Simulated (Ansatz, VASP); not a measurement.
# Co (Cobalt): VASP beside Ansatz

One calculation is typed for both programs; each brings its own data sets. How far apart do they land? The cell is a member of a volume series, scaled by 0.985 from a relaxed one, so a pressure remains. Other levels of theory on this material are compared in a session of their own. Valence electrons are named where the data sets of a main pair hold unlike numbers.

Calculated with Ansatz 0.2.0; plane waves, with VASP 6.6.1 beside it; single point at PBE, single point at RPBE and single point at BLYP.

## Step 1: Starting point

Symmetry: P6_3/mmc, No. 194, hexagonal system. The conventional cell has a = 2.478 Å, b = 2.478 Å, c = 4.004 Å, α = 90.00°, β = 90.00°, γ = 120.00°. Co has 12 Co at 2.46 to 2.48 Å nearest.

As a file:

```cif
data_structure
_symmetry_space_group_name_H-M 'P 1'
_symmetry_Int_Tables_number 1
_cell_length_a 2.4780
_cell_length_b 2.4780
_cell_length_c 4.0038
_cell_angle_alpha 90.000
_cell_angle_beta 90.000
_cell_angle_gamma 120.000
_cell_volume 21.29
loop_
_atom_site_label
_atom_site_type_symbol
_atom_site_fract_x
_atom_site_fract_y
_atom_site_fract_z
_atom_site_occupancy
Co1 Co 0.66667 0.33333 0.75000 1
Co2 Co 0.33333 0.66667 0.25000 1
```

## Step 2: Ansatz: single point, PBE, volume scaled by 0.985

Ansatz runs on its default PAW (the set named soft_2) files.

A single point gives forces, pressure and levels at one fixed geometry, so differences don't come from the geometry; what else differs is listed under the comparison.

input.yaml

```yaml
crystal:
  lattice:
    - [2.47797198, 0.0, 0.0]
    - [-1.23898599, 2.14598669, 0.0]
    - [0.0, 0.0, 4.00383033]
  atoms:
    - { symbol: Co, position: [0.66666667, 0.33333333, 0.75], spin: 2.0 }
    - { symbol: Co, position: [0.33333333, 0.66666667, 0.25], spin: 2.0 }
hamiltonian:
  xc: pbe
  pseudopotentials: { kind: paw }
magnetization:
  spin_polarized: true
kpoints:
  mp_grid: { grid: [21, 21, 12] }
scf:
  occupations: { method: methfessel_paxton, width: 0.15 }
  n_extra_bands: 8
output:
  forces: true
  stress: true
  eigenvalues: true
```

Command:

```
$ ansatz run input.yaml --threads 2 --pin off --max-ram 4608MiB --backend cpu --events-out ev --progress --plain --runs-dir out
```

Numbers of over 12 decimals in the logs are rounded to 6 here.

Output:

```text
scf.n_extra_bands = 8 over 17 filled bands (N_el = 34.0): the run solves 25 bands
Engine: ansatz 0.2.0, aarch64-unknown-linux-gnu
Pseudopotentials: kind: paw
Pseudopotential: Co, paw, valence charge 17, recommended cutoff 420 eV (normal), Co.paw.azcp
Functional definition: PBE
  parameter kappa = 0.804
  parameter beta = 0.066725
  exchange = pbe_x(kappa = kappa, mu = beta*pi^2/3)
  correlation = pbe_c(beta = beta)
Crystal: 2 atoms, lattice volume = 21.291 Å³
Basis set: ecut = 420 eV, 391 PW (Γ), exchange–correlation on 36×36×54 points (8 copies of the dense FFT grid, shifted against one another)
Bands: 25, of which v1, the nominal top of the filled ones, is band 17 counted from 1 (16 counted from 0)
Symmetry: 24 space group operations
Space group: P63/mmc (ITA 194), of the structure as read, at distance tolerance 2.8e-5 Å
Magnetic group: BNS 194.263 (UNI 1493), of the structure as read, at distance tolerance 2.8e-5 Å
k-points: 336 of 5292
Non-local potential: Co, projectors of the file, l = 0: 3, l = 1: 2, l = 2: 3, l = 3: 1
PAW form: soft (Blöchl's): semilocal exchange-correlation on the pseudo side does not see the compensation charge
PAW one-centre angular grid: Co, 590 points (default); XC on 64 Gauss nodes
Initial density: superposition of atomic densities (chi_scale 0.1, normalization cell)
Starting moments: Σ|m| = 4 μB on 2 of 2 sites
Initial wavefunctions: pseudopotential atomic-orbital guess
Functional: x = pbe(κ = 0.804, μ = 0.219515), c = pbe(β = 0.066725)
SCF iter   1: F=—  HF=-10251.760511 eV  |F-HF|=—  |Δ(HF+E_count)|=         —  Δρ=8.25e-2 (↑7.10e-2 ↓8.25e-2)  dr2=2.80e0  dr2_m=4.78e-2  M=3.390 μB ∫|m|=3.539 μB  β_m=0.30  ethr=3.10e-3  ⟨swp⟩=5.0  Hψ=62349  notcnv=0  defer=347
Mixer restart at iter 1: flushing history
preconditioner: auto → none  [metal: Δε(μ)=0.002 eV  Ē_g=11.812 eV  σ=0.150 eV  W_gap=0.01  n_scr=8 (ndim 8)  ℏωp=34.1 eV  f_vac=0.000  D(μ)=1.73/eV (n_scr^D=22)  sad-step TF]
SCF iter   2: F=—  HF=-10250.885762 eV  |F-HF|=—  |Δ(HF+E_count)|=   8.75e-1  Δρ=2.83e-2 (↑1.28e-2 ↓2.83e-2)  dr2=1.61e-1  dr2_m=4.76e-2  M=3.424 μB ∫|m|=3.618 μB  β_m=0.34  ethr=3.10e-3  ⟨swp⟩=2.7  Hψ=31382  notcnv=0  defer=1712
SCF iter   3: F=—  HF=-10251.437138 eV  |F-HF|=—  |Δ(HF+E_count)|=   5.51e-1  Δρ=1.69e-2 (↑1.69e-2 ↓8.73e-3)  dr2=2.46e-2  dr2_m=1.75e-2  M=3.365 μB ∫|m|=3.600 μB  β_m=0.51  ethr=4.72e-4  ⟨swp⟩=1.6  Hψ=19040  notcnv=0  defer=1714
SCF iter   4: F=—  HF=-10252.021570 eV  |F-HF|=—  |Δ(HF+E_count)|=   5.84e-1  Δρ=1.62e-2 (↑1.62e-2 ↓1.38e-2)  dr2=9.19e-2  dr2_m=4.08e-3  M=3.287 μB ∫|m|=3.559 μB  β_m=0.75  ethr=7.23e-5  ⟨swp⟩=2.4  Hψ=28446  notcnv=0  defer=1712
SCF iter   5: F=—  HF=-10252.293190 eV  |F-HF|=—  |Δ(HF+E_count)|=   2.72e-1  Δρ=2.64e-3 (↑2.64e-3 ↓1.86e-3)  dr2=2.11e-3  dr2_m=2.49e-4  M=3.208 μB ∫|m|=3.514 μB  β_m=0.88  ethr=7.23e-5  ⟨swp⟩=2.0  Hψ=31983  notcnv=0  defer=1718
SCF iter   6: F=—  HF=-10252.307284 eV  |F-HF|=—  |Δ(HF+E_count)|=   1.41e-2  Δρ=2.46e-4 (↑2.46e-4 ↓2.12e-4)  dr2=1.29e-5  dr2_m=5.59e-6  M=3.188 μB ∫|m|=3.507 μB  β_m=0.90  ethr=6.22e-6  ⟨swp⟩=2.0  Hψ=33384  notcnv=0  defer=1541
SCF iter   7: F=—  HF=-10252.307500 eV  |F-HF|=—  |Δ(HF+E_count)|=   2.16e-4  Δρ=5.13e-5 (↑5.13e-5 ↓3.62e-5)  dr2=5.59e-7  dr2_m=1.10e-7  M=3.185 μB ∫|m|=3.506 μB  β_m=0.89  ethr=3.80e-8  ⟨swp⟩=2.0  Hψ=28572  notcnv=0  defer=1543
SCF iter   8: F=—  HF=-10252.297630 eV  |F-HF|=—  |Δ(HF+E_count)|=         —  Δρ=2.60e-4 (↑2.60e-4 ↓1.24e-4)  dr2=9.63e-6  dr2_m=3.27e-6  M=3.182 μB ∫|m|=3.505 μB  β_m=0.89  ethr=1.64e-9  ⟨swp⟩=1.8  Hψ=21346  notcnv=0  defer=1543
Mixer restart at iter 8: flushing history
iteration 8: the input's own smearing fills from here on; a Gaussian of 0.15 eV has filled iterations ahead of it
SCF iter   9: F=—  HF=-10252.297643 eV  |F-HF|=—  |Δ(HF+E_count)|=   1.27e-5  S|Δr|=    0.00e0  Δρ=4.01e-4 (↑3.24e-4 ↓4.01e-4)  dr2=5.82e-5  dr2_m=5.39e-7  M=3.182 μB ∫|m|=3.505 μB  β_m=0.47  ethr=1.64e-9  ⟨swp⟩=3.0  Hψ=32269  notcnv=0  defer=1543  recentre
SCF iter  10: F=—  HF=-10252.297631 eV  |F-HF|=—  |Δ(HF+E_count)|=   1.23e-5  S|Δr|=    0.00e0  Δρ=1.78e-4 (↑1.78e-4 ↓8.61e-5)  dr2=6.00e-6  dr2_m=1.08e-6  M=3.182 μB ∫|m|=3.505 μB  β_m=0.54  ethr=1.64e-9  ⟨swp⟩=3.0  Hψ=32088  notcnv=0  defer=1543
SCF iter  11: F=—  HF=-10252.297630 eV  |F-HF|=—  |Δ(HF+E_count)|=   7.21e-7  S|Δr|=    0.00e0  Δρ=1.58e-5 (↑1.58e-5 ↓1.44e-5)  dr2=1.87e-9  dr2_m=4.24e-8  M=3.182 μB ∫|m|=3.505 μB  β_m=0.62  ethr=2.94e-10  ⟨swp⟩=7.1  Hψ=76493  notcnv=0
SCF iter  12: F=-10252.297630 eV  HF=-10252.297630 eV  |F-HF|=2.24e-10  |Δ(HF+E_count)|=   1.69e-8  S|Δr|=    0.00e0  Δρ=3.76e-6 (↑1.97e-6 ↓3.76e-6)  dr2=1.09e-9  dr2_m=1.26e-9  M=3.181 μB ∫|m|=3.505 μB  ethr=5.49e-12  ⟨swp⟩=3.0  Hψ=41133  notcnv=0
SCF 1 converged in 12 iterations: F = -10252.297630 eV  dr2 = 1.09e-9
  greatest PAW one-centre occupation: 1.001 electrons in one spin orbital (limit 2), on the Co atom at site 1 (counted from 0), in its partial waves of l = 1
this state was not tested for a lower state beside it, because cold or Methfessel-Paxton smearing, or corrected tetrahedra, fill the levels in a way that the test cannot read (fill_not_monotonic; see scf.lower_state_search)
SCF converged after 12 iterations
Magnetization: 3.1815 μB (18.5907 up, 15.4093 down)
Absolute magnetization: 3.5061 μB (∫|ρ↑−ρ↓|, with the PAW one-centre terms)
Spin contamination: 0.0539 ħ² per cell (⟨S²⟩ above its minimum at these occupations)
Per-site moments (μB) at R_I (Å): [(1.665328, 1.014989), (1.665328, 1.014989)]
Free energy (F): -10252.297630 eV
Harris-Foulkes:  -10252.297630 eV  (|F-HF|=2.24e-10)
Internal energy: -10252.297466 eV  (E = F + TS)
E sigma→0 (E₀):  -10252.297589 eV
Entropy (-TS):   -0.000164 eV (-0.082 meV/atom)
Fermi energy:    19.117943 eV
--- Per-component energies (eV) ---
  E_band       = -474.137772
  E_kinetic    = 908.508947
  E_local      = -5610.482529  (includes V_loc(G=0)·N_el)
  E_nonlocal   = 908.038819
  E_hartree    = 2353.974540
  E_xc         = -318.476362
  E_vxc        = -411.009545  (∫ρ·V_xc dr)
  E_paw        = -3030.329050  (= ΣΔE_a)
  E_vpaw       = -977.139650  (= ΣTr[D̂ρ^β])
  E_aug_tail   = 0.000159  (compensation charges beyond the density's cutoff)
  E_ewald      = -5463.531990
  E_smearing   = -0.000164  (= −TS)
  E_closure    = -0.000000  (closes the sum)
  Σ components = -10252.297630   (vs F -10252.297630, Δ=0.00e0)
--- Forces (eV/Å), atoms counted from 1 ---
  atom   1  Co    -0.00000000    -0.00000000    -0.00000000
  atom   2  Co    -0.00000000     0.00000000     0.00000000
  max |Σ_I F_I| component: 1.85e-17 eV/Å
--- Stress (GPa, compression-positive) ---
        4.221072       0.000000      -0.000000
        0.000000       4.221072      -0.000000
       -0.000000      -0.000000       4.354257
  P = ⅓ Tr σ = 4.2655 GPa (42.655 kbar)
--- Band table (eV; the first three rows and the last of 672) ---
  k-point 0 ↑: bands = [... 13 lower, 16.8241, 16.8241, 17.1805, 17.1805, 18.3299, 18.3299, 18.9478, 25.6085, ... 4 higher]
  k-point 1 ↑: bands = [... 13 lower, 16.8036, 16.8036, 17.2285, 17.2285, 18.3266, 18.3266, 18.6552, 26.0388, ... 4 higher]
  k-point 2 ↑: bands = [... 13 lower, 16.7469, 16.7469, 17.3511, 17.3511, 17.9721, 18.3132, 18.3132, 27.1477, ... 4 higher]
  k-point 335 ↓: bands = [... 13 lower, 17.3060, 18.9308, 18.9308, 20.2431, 20.2431, 25.5116, 25.5116, 27.2291, ... 4 higher]
```

The job ended after 27 s (2 threads of Arm Neoverse N1, shared host; peak memory 0.54 GiB; 52 s of CPU time).

The column dr2 measures how far the density is from self-consistency, as an energy; F and HF (Harris–Foulkes) agree once it is small.

The run ends at a pressure of 4.27 GPa.

## Step 3: VASP: single point, PBE, volume scaled by 0.985

The same cell, functional, mesh and smearing now go to VASP, with its own data sets.

Lines of VASP's logs that name or quote its potential files are left out, and so is its time.

The input asks for a relaxation, which ended at its first step since no free force or stress exceeded the threshold; so it serves as a single point.

INCAR

```
SYSTEM = Co
PREC = Accurate
ENCUT = 450
EDIFF = 1E-06
NELM = 100
ISMEAR = 1
SIGMA = 0.15
LREAL = .FALSE.
ALGO = Normal
GGA = PE
NBANDS = 19
ISPIN = 2
MAGMOM = 2 2
LASPH = .TRUE.
LMAXMIX = 4
LORBIT = 11
LWAVE = .FALSE.
LCHARG = .FALSE.
KPAR = 8
IBRION = 2
NSW = 30
ISIF = 4
EDIFFG = -0.01
```

POSCAR

```
Co
1.0
    2.4779719818      0.0000000000      0.0000000000
   -1.2389859909      2.1459866862      0.0000000000
    0.0000000000      0.0000000000      4.0038303283
Co
2
Direct
    0.6666666667      0.3333333333      0.7500000000
    0.3333333333      0.6666666667      0.2500000000
```

KPOINTS

```
Automatic mesh
0
Gamma
21 21 12
0 0 0
```

PAW data sets: Co (PBE family, release 64).

Command:

```
$ mpirun -np 8 vasp_std
```

Output:

```text
[banner, memory and clock lines left out]
running    8 mpi-ranks, on    1 nodes
 distrk:  each k-point on    1 cores,    8 groups
 distr:  one band on    1 cores,    1 groups

 POSCAR found type information on POSCAR Co
 POSCAR found :  1 types and       2 ions
|                                                                             |
|           W    W    AA    RRRRR   N    N  II  N    N   GGGG   !!!           |
|           W    W   A  A   R    R  NN   N  II  NN   N  G    G  !!!           |
|           W    W  A    A  R    R  N N  N  II  N N  N  G       !!!           |
|           W WW W  AAAAAA  RRRRR   N  N N  II  N  N N  G  GGG   !            |
|           WW  WW  A    A  R   R   N   NN  II  N   NN  G    G                |
|           W    W  A    A  R    R  N    N  II  N    N   GGGG   !!!           |
|                                                                             |
|     For optimal performance we recommend to set                             |
|       NCORE = 2 up to number-of-cores-per-socket                            |
|     NCORE specifies how many cores store one orbital (NPAR=cpu/NCORE).      |
|     This setting can greatly improve the performance of VASP for DFT.       |
|     The default, NCORE=1 might be grossly inefficient on modern             |
|     multi-core architectures or massively parallel machines. Do your        |
|     Unfortunately you need to use the default for GW and RPA                |
|     calculations (for HF NCORE is supported but not extensively tested      |
|     yet).                                                                   |
|                                                                             |

 LDA part: xc-table for (Slater+PW92), standard interpolation
 POSCAR, INCAR and KPOINTS ok, starting setup
 FFT: planning ... GRIDC
 FFT: planning ... GRID_SOFT
 FFT: planning ... GRID
 WAVECAR not read
 entering main loop
       N       E                     dE             d eps       ncg     rms          rms(c)
DAV:   1     0.779584086505E+02    0.77958E+02   -0.76085E+03 26744   0.118E+03
DAV:   2    -0.125011795249E+02   -0.90460E+02   -0.81666E+02 25824   0.211E+02
DAV:   3    -0.160601564150E+02   -0.35590E+01   -0.34442E+01 28228   0.524E+01
DAV:   4    -0.161148086591E+02   -0.54652E-01   -0.54617E-01 32007   0.558E+00
DAV:   5    -0.161162473813E+02   -0.14387E-02   -0.14386E-02 29321   0.840E-01    0.152E+01
DAV:   6    -0.144630289320E+02    0.16532E+01   -0.78758E+00 28028   0.578E+01    0.653E+00
DAV:   7    -0.141038909110E+02    0.35914E+00   -0.11708E+00 29722   0.206E+01    0.382E+00
DAV:   8    -0.140812231852E+02    0.22668E-01   -0.16000E-02 34592   0.137E+00    0.177E+00
DAV:   9    -0.140665235479E+02    0.14700E-01   -0.32464E-03 39951   0.107E+00    0.435E-01
DAV:  10    -0.140660332427E+02    0.49031E-03   -0.62187E-04 33467   0.295E-01    0.947E-02
DAV:  11    -0.140660266540E+02    0.65888E-05   -0.56751E-05 36907   0.116E-01    0.289E-02
DAV:  12    -0.140660270851E+02   -0.43107E-06   -0.81139E-06 27199   0.304E-02
   1 F= -.14066027E+02 E0= -.14065919E+02  d E =-.140660E+02  mag=     3.1627
 curvature:   0.00 expect dE= 0.000E+00 dE for cont linesearch  0.000E+00
 trial: gam= 0.00000 g(F)=  0.104E-46 g(S)=  0.830E-06 ort = 0.000E+00 (trialstep = 0.100E+01)
 search vector abs. value=  0.830E-06
 reached required accuracy - stopping structural energy minimisation
```

OUTCAR, selected parts (step 3):

```text
ion  position               nearest neighbor table
   1  0.667  0.333  0.750-   2 2.46   2 2.46   2 2.46   2 2.46   2 2.46   2 2.46
   2  0.333  0.667  0.250-   1 2.46   1 2.46   1 2.46   1 2.46   1 2.46   1 2.46

  LATTYP: Found a hexagonal cell.
 ALAT       =     2.4779719818
 C/A-ratio  =     1.6157690070

 Subroutine GETGRP returns: Found 24 space group operations
 (whereof 12 operations were pure point group operations)

The static configuration has the point symmetry D_3d.
 The point group associated with its full space group is D_6h.

 Found    336 irreducible k-points:

   k-points           NKPTS =    336   k-points in BZ     NKDIM =    336   number of bands    NBANDS=     19

   dimension x,y,z NGX =    18 NGY =   18 NGZ =   28
   dimension x,y,z NGXF=    36 NGYF=   36 NGZF=   56

   ENCUT  =  450.0 eV  33.07 Ry    5.75 a.u.   4.29  4.29  6.93*2*pi/ulx,y,z

   NELECT =      18.0000    total number of electrons

 k-points in reciprocal lattice and weights: Automatic mesh
   0.00000000  0.00000000  0.00000000       0.000
   0.04761905 -0.00000000  0.00000000       0.001
   0.09523810  0.00000000  0.00000000       0.001
   0.14285714  0.00000000  0.00000000       0.001
   0.19047619  0.00000000  0.00000000       0.001
   0.23809524  0.00000000  0.00000000       0.001
   0.28571429  0.00000000  0.00000000       0.001
   0.33333333  0.00000000  0.00000000       0.001
   0.38095238  0.00000000  0.00000000       0.001
[...]
0.33333333  0.28571429  0.50000000       0.002
   0.33333333  0.33333333  0.50000000       0.000

 average (electrostatic) potential at core
       1 -78.0335       2 -78.0335

 E-fermi :  10.5175

 spin component 1
 k-point     1 :       0.0000    0.0000    0.0000
  band No.  band energies     occupation
    ...
      8       8.5924      1.00000
      9       8.5924      1.00000
     10       9.7275      1.00000
     11       9.7275      1.00000
     12      10.4552      0.81987
     13      17.0681      0.00000
     14      32.6561      0.00000
     15      35.4009      0.00000
     16      35.4009      0.00000
     17      35.8238      0.00000
    ...

 k-point     2 :       0.0476   -0.0000    0.0000
  band No.  band energies     occupation
    ...
      7       8.2745      1.00000
      8       8.5524      1.00000
      9       8.5677      1.00000
     10       9.3146      1.00000
     11       9.7383      1.00000
     12      10.9621     -0.00011
     13      17.0812      0.00000
     14      32.1058      0.00000
     15      33.9397      0.00000
     16      34.3355      0.00000
    ...

 k-point     3 :       0.0952    0.0000    0.0000
  band No.  band energies     occupation
    ...
      7       8.3671      1.00000
      8       8.3742      1.00000
      9       8.4988      1.00000
     10       8.8413      1.00000
     11       9.7670      1.00000
     12      11.7837     -0.00000
     13      17.1229      0.00000
     14      30.3417      0.00000
     15      32.8831      0.00000
     16      33.0530      0.00000
    ...

 k-point     4 :       0.1429    0.0000    0.0000
  band No.  band energies     occupation
    ...
      7       8.3241      1.00000
      8       8.3979      1.00000
      9       8.5332      1.00000
     10       8.6219      1.00000
     11       9.8050      1.00000
     12      12.6997     -0.00000
     13      17.2000      0.00000
     14      28.1500      0.00000
     15      31.4843      0.00000
     16      32.5169      0.00000
    ...

 k-point     5 :       0.1905    0.0000    0.0000
  band No.  band energies     occupation
    ...
      7       8.4874      1.00000
      8       8.4940      1.00000
      9       8.5218      1.00000
     10       8.7406      1.00000
     11       9.8443      1.00000
     12      13.6865      0.00000
     13      17.3211      0.00000
     14      25.9398      0.00000
     15      30.1799      0.00000
     16      31.9830      0.00000
    ...

 k-point     6 :       0.2381    0.0000    0.0000
  band No.  band energies     occupation
    ...
      7       8.3784      1.00000
      8       8.7652      1.00000
      9       8.7796      1.00000
     10       8.9821      1.00000
     11       9.8797      1.00000
     12      14.7355      0.00000
     13      17.4880      0.00000
     14      23.8169      0.00000
     15      28.9905      0.00000
     16      31.2548      0.00000
    ...

  Total        0.4287620      0.4287620      0.4359475      0.0000000     -0.0000000      0.0000000
  in kB       32.2647127     32.2647127     32.8054236      0.0000000     -0.0000000      0.0000000
  external PRESSURE =      32.4449497 kB  Pullay stress =       0.0000000 kB

  energy-cutoff  :      450.00
  volume of cell :       21.29
      direct lattice vectors                 reciprocal lattice vectors
     2.477971982  0.000000000  0.000000000     0.403555814  0.232993058  0.000000000
    -1.238985991  2.145986686  0.000000000     0.000000000  0.465986116  0.000000000
     0.000000000  0.000000000  4.003830328     0.000000000  0.000000000  0.249760834

 POSITION                                       TOTAL-FORCE (eV/Angst)
 -----------------------------------------------------------------------------------
      1.23899      0.71533      3.00287         0.000000     -0.000000      0.000000
     -0.00000      1.43066      1.00096        -0.000000      0.000000      0.000000
 -----------------------------------------------------------------------------------
    total drift:                                0.000000      0.000000     -0.000000

  FREE ENERGIE OF THE ION-ELECTRON SYSTEM (eV)
  ---------------------------------------------------
  free  energy   TOTEN  =       -14.0660270851 eV

  energy  without entropy=      -14.0657034773  energy(sigma->0) =      -14.06591922

 reached required accuracy - stopping structural energy minimisation

 total charge
# of ion       s       p       d       tot
------------------------------------------
    1        0.497   0.538   7.276   8.310
    2        0.497   0.538   7.276   8.310
--------------------------------------------------
tot          0.993   1.076  14.551  16.621

 magnetization (x)
# of ion       s       p       d       tot
------------------------------------------
    1       -0.016  -0.055   1.669   1.598
    2       -0.016  -0.055   1.669   1.598
--------------------------------------------------
tot         -0.031  -0.111   3.339   3.197

[... 6 further parts left out ...]
```

The magnetic state follows from one typed start and may not be the lowest. The run keeps the 24 symmetry operations of its start, so it cannot find a distortion of lower symmetry.

## Step 4: Comparison

Known differences besides the potentials themselves: the data sets hold 34 valence electrons in Ansatz (on its default PAW (the set named soft_2) files) and 18 in VASP; the cutoff is 420 eV in Ansatz and 450 eV in VASP; site moments are counted in spheres of each program's own size. Total energies have different zeros and are not compared.

The two programs side by side:

```tsv
quantity	Ansatz	VASP	difference
pressure (GPa)	4.27	3.24	+1.02
pressure without Ansatz's Pulay correction (GPa)	4.08	3.24	+0.84
total moment (μB)	3.18	3.16	+0.02
moment on Co1 (μB)	1.67	1.60	+0.07
moment on Co2 (μB)	1.67	1.60	+0.07
```

Ansatz's pressure holds a Pulay correction of 0.18 GPa; VASP's holds none.

## Step 5: Other set-ups

Further runs change the set-up of one program: Ansatz's method, potentials or start, or VASP's data sets, cutoff or form of LDA. The table gives Ansatz less VASP for each quantity, since a change that brings one quantity closer may part another.

```tsv
run	pressure (GPa)	total moment (μB)	pressure without Ansatz's Pulay correction (GPa)
as above	1.0	0.019	0.84
Ansatz's larger PAW set (cutoff 1000 eV)	0.92	0.020	
norm-conserving potentials (cutoff 1306 eV)	1.4	0.060	1.4
```

(Part 1 of 2 ends here.)

[Lines on the potential files, build, host, timing and source positions are cut from VASP's logs without a mark.]

[Logs are printed without paths, hosts, clocks, repeated set-up lines and the standing remarks that a program may print on its own settings, such as how far it seeks lower states.]

[Hosts, paths, dates, database ids (printed as entryN), source tags and the programs' standing remarks are cut or masked in the printed files.]
